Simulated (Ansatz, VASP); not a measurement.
## Cross-check of Mg (Mg(10-10)) between VASP and Ansatz

Aim: how closely do two programs agree when they are given the same cell, functional and k mesh?

Calculated with Ansatz 0.2.0; plane waves, with VASP 6.6.1 beside it; single point at PBEsol.

**1. Set-up**

The cell holds 12 atoms: 12 Mg. Its edges and angles: a = 3.172 Å, b = 5.161 Å, c = 29.651 Å, α = 90.0°, β = 90.0°, γ = 90.0°. It derives from Mg. As first built, before any earlier steps moved the atoms (in the runner's words): 12 layers of hcp Mg, cut at this functional's lattice. Vacuum lies along c.

**2. Ansatz: single point, PBEsol**

Ansatz runs on its default PAW (the set named soft_2) files.

With cell and atoms fixed, the geometry can't cause a difference; cores, projectors, grids and the points listed under the comparison can.

The input, input.yaml:

```yaml
crystal:
  lattice:
    - [3.1720207111, 0.0, 0.0]
    - [0.0, 5.1611028608, 0.0]
    - [0.0, 0.0, 29.6509360914]
  atoms:
    - { symbol: Mg, position: [0.0, 0.0, 0.2548398679] }
    - { symbol: Mg, position: [0.5, 0.0, 0.3462712174] }
    - { symbol: Mg, position: [0.5, 0.5, 0.2796165009] }
    - { symbol: Mg, position: [0.0, 0.0, 0.4388307796] }
    - { symbol: Mg, position: [0.0, 0.5, 0.374242594] }
    - { symbol: Mg, position: [0.5, 0.0, 0.5318409212] }
    - { symbol: Mg, position: [0.5, 0.5, 0.4681590788] }
    - { symbol: Mg, position: [0.0, 0.0, 0.625757406] }
    - { symbol: Mg, position: [0.0, 0.5, 0.5611692204] }
    - { symbol: Mg, position: [0.5, 0.0, 0.7203834991] }
    - { symbol: Mg, position: [0.5, 0.5, 0.6537287826] }
    - { symbol: Mg, position: [0.0, 0.5, 0.7451601321] }
hamiltonian:
  xc: pbesol
  pseudopotentials: { kind: paw }
kpoints:
  mp_grid: { grid: [10, 6, 1] }
scf:
  occupations: { method: methfessel_paxton, width: 0.15 }
  n_extra_bands: 7
efield:
  axis: 3
  dipole_correction: true
  ramp_width: 0.04
output:
  forces: true
  eigenvalues: true
```

Command:

```
ansatz run input.yaml --threads 4 --pin off --max-ram 9216MiB --backend cpu --events-out ev --progress --plain --runs-dir out
```

Numbers of over 12 decimals in the logs are rounded to 6 here.

The log of the run:

```text
scf.n_extra_bands = 7 over 60 filled bands (N_el = 120.0): the run solves 67 bands
Engine: ansatz 0.2.0, aarch64-unknown-linux-gnu
Pseudopotentials: kind: paw
Pseudopotential: Mg, paw, valence charge 10, recommended cutoff 420 eV (normal), Mg.paw.azcp
Functional definition: PBEsol
  exchange = pbesol_x
  correlation = pbesol_c
Crystal: 12 atoms, lattice volume = 485.419 Å³
Basis set: ecut = 420 eV, 9481 PW (Γ), exchange–correlation on 48×72×400 points (8 copies of the dense FFT grid, shifted against one another)
Bands: 67, of which v1, the nominal top of the filled ones, is band 60 counted from 1 (59 counted from 0)
Symmetry: 4 space group operations
k-points: 24 of 60
Non-local potential: Mg, projectors of the file, l = 0: 3, l = 1: 2, l = 2: 1
PAW form: soft (Blöchl's): semilocal exchange-correlation on the pseudo side does not see the compensation charge
PAW frozen core: Mg, regenerated for the run's functional, and the local potential with it (the file was generated under x = pbe(κ = 0.804, μ = 0.219515), c = pbe(β = 0.066725))
PAW one-centre angular grid: Mg, 110 points (default); XC on 64 Gauss nodes
Initial density: superposition of atomic densities (neutral atoms: chi_scale 0, normalization atom), corrected by the library's trained network
Initial wavefunctions: pseudopotential atomic-orbital guess
Functional: x = pbesol(κ = 0.804, μ = 0.123457), c = pbesol(β = 0.046)
SCF iter   1: F=—  HF=-22943.213900 eV  |F-HF|=—  |Δ(HF+E_count)|=         —  Δρ=1.56e-3  dr2=4.86e-2  ethr=1.77e-3  p=-0.000 e·Å  D=-5.43e-14 V/Å  ΔV_dip=0.00 eV  dr2_dipole=1.43e-6  V_vac-E_F(+/−)=3.65/3.65 eV  ⟨swp⟩=10.5  Hψ=7263  notcnv=0
efield: sawtooth ramp at fractional position 0.9800 (placed from the atoms, in the widest stretch of the axis that holds none; the zero of the levels goes with the place), width 0.0400; the density the first Hamiltonian is built on has a dipole p = -0.000 e·Å; the dipole correction subtracts the counter field D = -5.43e-14 V/Å, which shifts the + side's vacuum level by +0.00 eV against the − side's; the planar-averaged density in the ramp window peaks in size at 4.2e-5 e/Å³
preconditioner: auto → LDOS  [metal: Δε(μ)=0.097 eV  Ē_g=3.967 eV  σ=0.150 eV  W_gap=0.47  n_scr=72 (ndim 8)  ℏωp=8.3 eV  f_vac=0.397  D(μ)=4.78/eV (n_scr^D=22)  β→1.0]
SCF iter   2: F=—  HF=-22943.213852 eV  |F-HF|=—  |Δ(HF+E_count)|=   4.75e-5  S|Δr|=    0.00e0  Δρ=8.38e-4  dr2=1.98e-3  ethr=4.05e-5  p=-0.000 e·Å  D=-2.32e-5 V/Å  ΔV_dip=0.00 eV  dr2_dipole=1.02e-6  V_vac-E_F(+/−)=3.70/3.70 eV  ⟨swp⟩=2.6  Hψ=3132  notcnv=0  defer=2
SCF iter   3: F=—  HF=-22943.212117 eV  |F-HF|=—  |Δ(HF+E_count)|=   1.74e-3  S|Δr|=    0.00e0  Δρ=1.55e-4  dr2=4.26e-4  ethr=1.65e-6  p=-0.000 e·Å  D=-7.63e-6 V/Å  ΔV_dip=0.00 eV  dr2_dipole=1.23e-7  V_vac-E_F(+/−)=3.68/3.68 eV  ⟨swp⟩=2.0  Hψ=3055  notcnv=0  defer=2
SCF iter   4: F=—  HF=-22943.212070 eV  |F-HF|=—  |Δ(HF+E_count)|=   4.67e-5  S|Δr|=    0.00e0  Δρ=2.24e-5  dr2=4.61e-6  ethr=3.55e-7  p=-0.000 e·Å  D=-8.09e-7 V/Å  ΔV_dip=0.00 eV  dr2_dipole=4.42e-15  V_vac-E_F(+/−)=3.68/3.68 eV  ⟨swp⟩=2.8  Hψ=2604  notcnv=0  defer=2
SCF iter   5: F=—  HF=-22943.212020 eV  |F-HF|=—  |Δ(HF+E_count)|=   5.05e-5  S|Δr|=    0.00e0  Δρ=5.75e-6  dr2=6.86e-7  ethr=3.84e-9  p=-0.000 e·Å  D=-5.67e-7 V/Å  ΔV_dip=0.00 eV  dr2_dipole=5.04e-11  V_vac-E_F(+/−)=3.68/3.68 eV  ⟨swp⟩=2.2  Hψ=1914  notcnv=0  defer=2
SCF iter   6: F=-22943.212020 eV  HF=-22943.212020 eV  |F-HF|=1.33e-8  |Δ(HF+E_count)|=   8.31e-8  S|Δr|=    0.00e0  Δρ=1.53e-6  dr2=4.37e-8  ethr=8.33e-11  p=-0.000 e·Å  D=-4.08e-8 V/Å  ΔV_dip=0.00 eV  dr2_dipole=8.59e-13  V_vac-E_F(+/−)=3.67/3.67 eV  ⟨swp⟩=9.9  Hψ=7011  notcnv=0
SCF 1 converged in 6 iterations: F = -22943.212020 eV  dr2 = 4.37e-8
  greatest PAW one-centre occupation: 1.000 electrons in one spin orbital (limit 2), on the Mg atom at site 10 (counted from 0), in its partial waves of l = 0
SCF converged after 6 iterations
Stability not checked: this state was not tested for a lower state beside it, because cold or Methfessel-Paxton smearing, or corrected tetrahedra, fill the levels in a way that the test cannot read (fill_not_monotonic; see scf.lower_state_search)
Free energy (F): -22943.212020 eV
Harris-Foulkes:  -22943.212020 eV  (|F-HF|=1.33e-8)
Internal energy: -22943.214870 eV  (E = F + TS)
E sigma→0 (E₀):  -22943.212733 eV
Entropy (-TS):   0.002850 eV (0.238 meV/atom)
Fermi energy:    1.641460 eV
Dipole field:    D = -0.000001 V/Å  (p = -0.000002 e·Å, saw-weighted, corrected)
Work function:   Φ+ = 3.6744 eV   Φ− = 3.6744 eV
Levels:          The Fermi level and band energies are counted from a zero that moves with the ramp; work functions are not
--- Per-component energies (eV) ---
  E_band       = -4753.946906
  E_kinetic    = 896.676014
  E_local      = -97511.546817  (includes V_loc(G=0)·N_el)
  E_nonlocal   = 1157.100108
  E_hartree    = 45731.420581
  E_xc         = -335.380835
  E_vxc        = -434.782196  (∫ρ·V_xc dr)
  E_paw        = -3376.053466  (= ΣΔE_a)
  E_vpaw       = -324.212779  (= ΣTr[D̂ρ^β])
  E_aug_tail   = -0.000028  (compensation charges beyond the density's cutoff)
  E_efield     = 0.000000  (sawtooth field / dipole correction)
  E_vefield    = 0.000000  (∫n·V_field dr)
  E_ewald      = 30493.863225
  E_core_change = 0.706347  (= ΣΔE_core)
  E_smearing   = 0.002850  (= −TS)
  E_closure    = 0.000000  (closes the sum)
  Σ components = -22943.212020   (vs F -22943.212020, Δ=0.00e0)
--- Forces (eV/Å), atoms counted from 1 ---
  atom   1  Mg     0.00000000     0.00000000    -0.01500349
  atom   2  Mg     0.00000000     0.00000000     0.00314631
  atom   3  Mg     0.00000000     0.00000000    -0.00053927
  atom   4  Mg     0.00000000     0.00000000    -0.01900141
  atom   5  Mg     0.00000000     0.00000000    -0.00570708
  atom   6  Mg     0.00000000     0.00000000     0.02503983
  atom   7  Mg     0.00000000     0.00000000    -0.02503962
  atom   8  Mg     0.00000000     0.00000000     0.00570622
  atom   9  Mg     0.00000000     0.00000000     0.01900180
  atom  10  Mg     0.00000000     0.00000000     0.00054009
  atom  11  Mg     0.00000000     0.00000000    -0.00314701
  atom  12  Mg     0.00000000     0.00000000     0.01500410
  max |Σ_I F_I| component: 4.70e-7 eV/Å
--- Band table (eV; the first three rows and the last of 24) ---
  k-point 0: bands = [... 56 lower, 0.3561, 0.5047, 0.8735, 0.8804, 1.2325, 1.4991, 1.6054, 2.1697, ... 3 higher]
  k-point 1: bands = [... 56 lower, -0.4911, 0.0436, 0.3291, 1.1993, 1.4662, 2.2063, 2.2768, 2.5496, ... 3 higher]
  k-point 2: bands = [... 56 lower, -1.0538, -0.7513, -0.0457, 0.5388, 1.0806, 1.7291, 2.5410, 3.2097, ... 3 higher]
  k-point 23: bands = [... 56 lower, 0.4915, 0.4915, 0.6683, 0.6683, 1.5819, 1.5819, 1.5897, 1.5897, ... 3 higher]
```

Run time: 11 s. Hardware: 4 threads of Arm Neoverse V2, shared host; peak memory 1.2 GiB.

Reading the cycles: dr2 is the Hartree energy of the density residual (eV), the measure of convergence; HF is the Harris–Foulkes estimate of the energy, which meets the free energy F at convergence.

**3. VASP: single point, PBEsol**

The same cell, functional, mesh and smearing now go to VASP, with its own data sets and cutoff.

Lines of VASP's logs that name or quote its potential files are left out, and so is its time.

The input, INCAR:

```
SYSTEM = Mg
PREC = Normal
ENCUT = 320
EDIFF = 1E-06
NELM = 120
ISMEAR = 1
SIGMA = 0.15
LREAL = .FALSE.
ALGO = Fast
GGA = PS
NBANDS = 24
LORBIT = 11
LWAVE = .FALSE.
LCHARG = .TRUE.
KPAR = 4
IDIPOL = 3
LDIPOL = .TRUE.
DIPOL = 0.5 0.5 0.5
LVHAR = .TRUE.
LVACPOTAV = .TRUE.
NEDOS = 1500
```

The input, POSCAR:

```
Mg
1.0
    3.1720207111      0.0000000000      0.0000000000
    0.0000000000      5.1611028608      0.0000000000
    0.0000000000      0.0000000000     29.6509360914
Mg
12
Direct
    0.0000000000      0.0000000000      0.2548398679
    0.5000000000      0.0000000000      0.3462712174
    0.5000000000      0.5000000000      0.2796165009
    0.0000000000      0.0000000000      0.4388307796
    0.0000000000      0.5000000000      0.3742425940
    0.5000000000      0.0000000000      0.5318409212
    0.5000000000      0.5000000000      0.4681590788
    0.0000000000      0.0000000000      0.6257574060
    0.0000000000      0.5000000000      0.5611692204
    0.5000000000      0.0000000000      0.7203834991
    0.5000000000      0.5000000000      0.6537287826
    0.0000000000      0.5000000000      0.7451601321
```

The input, KPOINTS:

```
Automatic mesh
0
Gamma
10 6 1
0 0 0
```

Potentials, in the order of the species: Mg (PBE family, release 64).

Command:

```
mpirun -np 4 vasp_std
```

The log of the run:

```text
[banner, memory and clock lines left out]
running    4 mpi-ranks, on    1 nodes
 distrk:  each k-point on    1 cores,    4 groups
 distr:  one band on    1 cores,    1 groups

 POSCAR found type information on POSCAR Mg
 POSCAR found :  1 types and      12 ions
|                                                                             |
|               ----> ADVICE to this user running VASP <----                  |
|                                                                             |
|     You enforced a specific xc type in the INCAR file but a different       |
|     [... a line on the potential file left out ...]
|     I HOPE YOU KNOW WHAT YOU ARE DOING!                                     |
|                                                                             |

 LDA part: xc-table for (Slater+PW92), standard interpolation
 POSCAR, INCAR and KPOINTS ok, starting setup
 FFT: planning ... GRIDC
 FFT: planning ... GRID_SOFT
 FFT: planning ... GRID
 WAVECAR not read
 entering main loop
       N       E                     dE             d eps       ncg     rms          rms(c)
DAV:   1     0.248194313854E+02    0.24819E+02   -0.48872E+03  1152   0.459E+02
DAV:   2    -0.177241246437E+02   -0.42544E+02   -0.40103E+02  1536   0.754E+01
DAV:   3    -0.196875897487E+02   -0.19635E+01   -0.19101E+01  1576   0.152E+01
DAV:   4    -0.197376500826E+02   -0.50060E-01   -0.50037E-01  1584   0.294E+00
DAV:   5    -0.197393141084E+02   -0.16640E-02   -0.16640E-02  1792   0.509E-01    0.264E+00
RMM:   6    -0.196867771812E+02    0.52537E-01   -0.39319E-01  1291   0.971E-01    0.192E+00
RMM:   7    -0.193464260565E+02    0.34035E+00   -0.98639E-02  1269   0.574E-01    0.130E+00
RMM:   8    -0.192715997756E+02    0.74826E-01   -0.77968E-02  1292   0.702E-01    0.287E-01
RMM:   9    -0.192691415480E+02    0.24582E-02   -0.72452E-03  1389   0.328E-01    0.788E-02
RMM:  10    -0.192695596920E+02   -0.41814E-03   -0.17895E-03  1453   0.175E-01    0.349E-02
RMM:  11    -0.192698571330E+02   -0.29744E-03   -0.43848E-04  1506   0.875E-02    0.164E-02
RMM:  12    -0.192699484992E+02   -0.91366E-04   -0.19235E-04  1394   0.486E-02    0.873E-03
RMM:  13    -0.192699696305E+02   -0.21131E-04   -0.97880E-05  1369   0.308E-02    0.427E-03
RMM:  14    -0.192699812051E+02   -0.11575E-04   -0.21514E-05  1363   0.175E-02    0.301E-03
RMM:  15    -0.192700028571E+02   -0.21652E-04   -0.11064E-05  1332   0.106E-02    0.151E-03
RMM:  16    -0.192700248615E+02   -0.22004E-04   -0.30908E-06  1126   0.645E-03    0.103E-03
RMM:  17    -0.192700522301E+02   -0.27369E-04   -0.21306E-06  1096   0.414E-03    0.525E-04
RMM:  18    -0.192700612988E+02   -0.90687E-05   -0.58607E-07   943   0.264E-03    0.506E-04
RMM:  19    -0.192700665395E+02   -0.52407E-05   -0.24780E-07   790   0.177E-03    0.141E-04
RMM:  20    -0.192700668649E+02   -0.32543E-06   -0.66310E-08   579   0.128E-03
|                                                                             |
|           W    W    AA    RRRRR   N    N  II  N    N   GGGG   !!!           |
|           W    W   A  A   R    R  NN   N  II  NN   N  G    G  !!!           |
|           W    W  A    A  R    R  N N  N  II  N N  N  G       !!!           |
|           W WW W  AAAAAA  RRRRR   N  N N  II  N  N N  G  GGG   !            |
|           WW  WW  A    A  R   R   N   NN  II  N   NN  G    G                |
|           W    W  A    A  R    R  N    N  II  N    N   GGGG   !!!           |
|                                                                             |
|     Did not find any points to average over, which means that no vacuum     |
|     field-free region was found. Please increase the size of  your cell     |
|     in the dimension of the dipole correction to obtain accurate            |
|     workfunction values.                                                    |
|                                                                             |

   1 F= -.19270067E+02 E0= -.19270988E+02  d E =0.276351E-02
```

From OUTCAR (step 3):

```text
ion  position               nearest neighbor table
   1  0.000  0.000  0.255-   3 3.12   3 3.12   3 3.12   3 3.12   2 3.14   2 3.14
   2  0.500  0.000  0.346-   5 3.14   5 3.14   5 3.14   5 3.14   1 3.14   1 3.14   4 3.17   4 3.17
                             3 3.25   3 3.25
   3  0.500  0.500  0.280-   1 3.12   1 3.12   1 3.12   1 3.12   5 3.22   5 3.22   2 3.25   2 3.25

  LATTYP: Found a simple orthorhombic cell.
 ALAT       =     3.1720207111
 B/A-ratio  =     1.6270709844
 C/A-ratio  =     9.3476489569

 Subroutine GETGRP returns: Found  8 space group operations
 (whereof  4 operations were pure point group operations)

The static configuration has the point symmetry C_2v.
 The point group associated with its full space group is D_2h.

 Found     24 irreducible k-points:

   k-points           NKPTS =     24   k-points in BZ     NKDIM =     24   number of bands    NBANDS=     24

   dimension x,y,z NGX =    14 NGY =   24 NGZ =  140
   dimension x,y,z NGXF=    28 NGYF=   48 NGZF=  280

   ENCUT  =  320.0 eV  23.52 Ry    4.85 a.u.   4.63  7.53 43.25*2*pi/ulx,y,z

   NELECT =      24.0000    total number of electrons

 k-points in reciprocal lattice and weights: Automatic mesh
   0.00000000  0.00000000  0.00000000       0.017
   0.10000000  0.00000000  0.00000000       0.033
   0.20000000  0.00000000  0.00000000       0.033
   0.30000000  0.00000000  0.00000000       0.033
   0.40000000  0.00000000  0.00000000       0.033
   0.50000000  0.00000000  0.00000000       0.017
   0.00000000  0.16666667  0.00000000       0.033
   0.10000000  0.16666667  0.00000000       0.067
   0.20000000  0.16666667  0.00000000       0.067
[...]
0.40000000  0.50000000  0.00000000       0.033
   0.50000000  0.50000000  0.00000000       0.017

 dipolmoment           0.000000      0.000000      0.000000 electrons x Angstroem

 average (electrostatic) potential at core
       1 -41.8477       2 -41.5805       3 -41.6219       4 -41.5849       5 -41.5876
       6 -41.6120       7 -41.6120       8 -41.5876       9 -41.5849      10 -41.6219
      11 -41.5805      12 -41.8477

 E-fermi :  -0.0702

 k-point     1 :       0.0000    0.0000    0.0000
  band No.  band energies     occupation
    ...
     11      -0.8412      2.00000
     12      -0.8278      2.00000
     13      -0.4804      2.00076
     14      -0.2095      2.03206
     15      -0.1084      1.41548
     16       0.4599     -0.00001
     17       0.8074     -0.00000
     18       1.0434     -0.00000
     19       1.4693     -0.00000
     20       1.9005     -0.00000
    ...

 k-point     2 :       0.1000    0.0000    0.0000
  band No.  band energies     occupation
    ...
     10      -1.0597      2.00000
     11      -0.7045      2.00000
     12      -0.6856      2.00000
     13      -0.3408      2.02858
     14      -0.0712      1.01127
     15       0.0283      0.11231
     16       0.5911     -0.00000
     17       0.9437     -0.00000
     18       1.1809     -0.00000
     19       1.5866     -0.00000
    ...

 k-point     3 :       0.2000    0.0000    0.0000
  band No.  band energies     occupation
    ...
      8      -1.1449      2.00000
      9      -0.8127      2.00000
     10      -0.6333      2.00000
     11      -0.2942      2.05592
     12      -0.2691      2.06819
     13       0.0735     -0.04041
     14       0.3288     -0.00110
     15       0.4385     -0.00002
     16       0.9473     -0.00000
     17       1.3529     -0.00000
    ...

  Total       -2.6763407     -0.5377198      0.2719435      0.0000000      0.0000000      0.0000000
  in kB       -8.8335454     -1.7748011      0.8975782      0.0000000      0.0000000      0.0000000
  external PRESSURE =      -3.2369228 kB  Pullay stress =       0.0000000 kB

  energy-cutoff  :      320.00
  volume of cell :      485.42
      direct lattice vectors                 reciprocal lattice vectors
     3.172020711  0.000000000  0.000000000     0.315256454  0.000000000  0.000000000
     0.000000000  5.161102861  0.000000000     0.000000000  0.193757037  0.000000000
     0.000000000  0.000000000 29.650936091     0.000000000  0.000000000  0.033725748

 POSITION                                       TOTAL-FORCE (eV/Angst)
 -----------------------------------------------------------------------------------
      0.00000      0.00000      7.55624         0.000000      0.000000     -0.012332
      1.58601      0.00000     10.26727         0.000000      0.000000      0.003076
      1.58601      2.58055      8.29089         0.000000      0.000000      0.001485
      0.00000      0.00000     13.01174         0.000000      0.000000     -0.019784
      0.00000      2.58055     11.09664         0.000000      0.000000     -0.005389
      1.58601      0.00000     15.76958         0.000000      0.000000      0.025018
      1.58601      2.58055     13.88135         0.000000      0.000000     -0.025018
      0.00000      0.00000     18.55429         0.000000      0.000000      0.005389
      0.00000      2.58055     16.63919         0.000000      0.000000      0.019784
      1.58601      0.00000     21.36005         0.000000      0.000000     -0.001485
      1.58601      2.58055     19.38367         0.000000      0.000000     -0.003076
      0.00000      2.58055     22.09470         0.000000      0.000000      0.012332
 -----------------------------------------------------------------------------------
    total drift:                                0.000000     -0.000000      0.000000

  FREE ENERGIE OF THE ION-ELECTRON SYSTEM (eV)
  ---------------------------------------------------
  free  energy   TOTEN  =       -19.2700668649 eV

  energy  without entropy=      -19.2728303764  energy(sigma->0) =      -19.27098804

 vacuum level on the upper side and lower side of the slab         3.608         3.608

 total charge
# of ion       s       p       d       tot
------------------------------------------
    1        0.223   0.110   0.008   0.340
    2        0.214   0.127   0.012   0.353
    3        0.212   0.121   0.009   0.342
    4        0.211   0.129   0.012   0.352
    5        0.209   0.128   0.012   0.348
    6        0.209   0.129   0.012   0.349
    7        0.209   0.129   0.012   0.349
    8        0.209   0.128   0.012   0.348
    9        0.211   0.129   0.012   0.352
   10        0.212   0.121   0.009   0.342
   11        0.214   0.127   0.012   0.353
   12        0.223   0.110   0.008   0.340
--------------------------------------------------
tot          2.555   1.485   0.127   4.167

[... 3 further parts left out ...]
```

**4. Differences**

Known differences besides the potentials themselves: the data sets hold 120 valence electrons in Ansatz (default PAW (the set named soft_2) files) and 24 in VASP; the cutoff is 420 eV in Ansatz and 320 eV in VASP (PREC = Normal); Ansatz makes its cores anew for this functional, VASP keeps those of its PBE data sets; VASP leaves aspherical gradient terms in its spheres out (LASPH is not set), Ansatz keeps them. Total energies have different zeros and are not compared.

The two programs side by side:

| quantity | Ansatz | VASP | difference |
| --- | --- | --- | --- |
| work function, lower of the two faces (eV) | 3.67 | 3.68 | 0.00 |
| work function, higher of the two faces (eV) | 3.67 | 3.68 | 0.00 |

At this near-relaxed geometry the largest component of a force difference is 3 meV/Å. VASP's log warns that it found no field-free region in the vacuum, so its work functions are uncertain.

**5. Results**

```
difference in work function, lower of the two faces (single point, PBEsol) : -0.0038 eV
```

What this shows: The difference in work function, lower of the two faces is -0.0038 eV (single point, PBEsol). How closely two codes agree says nothing of how well the functional describes the real material.

[Lines on the potential files, build, host, timing and source positions are cut from VASP's logs without a mark.]

[Logs are printed without paths, hosts, clocks, repeated set-up lines and the standing remarks that a program may print on its own settings, such as how far it seeks lower states.]

[Hosts, paths, dates, database ids (printed as entryN), source tags and the programs' standing remarks are cut or masked in the printed files.]
